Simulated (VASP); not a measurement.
Runs of VASP 6.6.1 on WS2 (Tungstenite). The structure is hexagonal, space group P6_3/mmc (No. 194). The conventional cell has a = 3.180 Å, b = 3.180 Å, c = 12.500 Å, α = 90.00°, β = 90.00°, γ = 120.00°. W (site symmetry -6m2) has 6 S at 2.41 Å as nearest neighbours. S (site symmetry 3m) is surrounded by 3 W at 2.41 Å. 

```csv
level,potentials or basis,k mesh,cutoff (eV),gap on the mesh (eV),pressure (GPa),relaxed volume (Å³/atom),largest force (eV/Å)
r2SCAN,"VASP PAW PBE potentials, release 64 (W_sv, S)",12 × 12 × 3,600,1.36,0.1,19.05,0.01
rev-vdW-DF2,"VASP PAW PBE potentials, release 64 (W_sv, S)",12 × 12 × 3,600,0.98,0.0,18.01,0.01
PBEsol,"VASP PAW PBE potentials, release 64 (W_sv, S)",12 × 12 × 3,600,1.11,0.0,18.13,-
LDA,"VASP PAW LDA potentials, release 64 (W_sv, S)",12 × 12 × 3,600,0.85,0.0,17.19,-
PBE,"VASP PAW PBE potentials, release 64 (W, S)",6 × 6 × 2,300,(a),0.0,19.16,-
PBE+D3(BJ),"VASP PAW PBE potentials, release 64 (W_sv, S)",12 × 12 × 3,600,(b),-0.1,17.45,-
PBE,"VASP PAW PBE potentials, release 64 (W_sv, S)",12 × 12 × 3,600,(c),0.0,20.65,-
```

Alike in all rows: task relaxation of cell and atoms; no spin polarisation; cell relaxed; smearing gaussian 0.03 eV.

Task: Estimate the missing entries.

Result: (a) 1.30; (b) 0.91; (c) 1.53.

Caveats: spin-orbit coupling is left out, which moves the levels of the heavy elements; an odd mesh through Γ misses points on the zone boundary, where band edges often lie (some runs); the PAW data sets were made with another functional, which shifts forces and pressure a little (some runs); this functional lacks dispersion, which binds the layers, so the pressure and a relaxed spacing across them are unreliable (some runs); the cutoff is under 1.25 times the usual one of these potentials, so pressure, stress and relaxed cells hold a basis-set (Pulay) error (some runs); the volume moved by +13 % from the deposited cell, more than functionals usually miss (some runs).

A k mesh can miss the band edges, and the runs leave out spin-orbit coupling on W.

Not every run made on this cell is shown here.
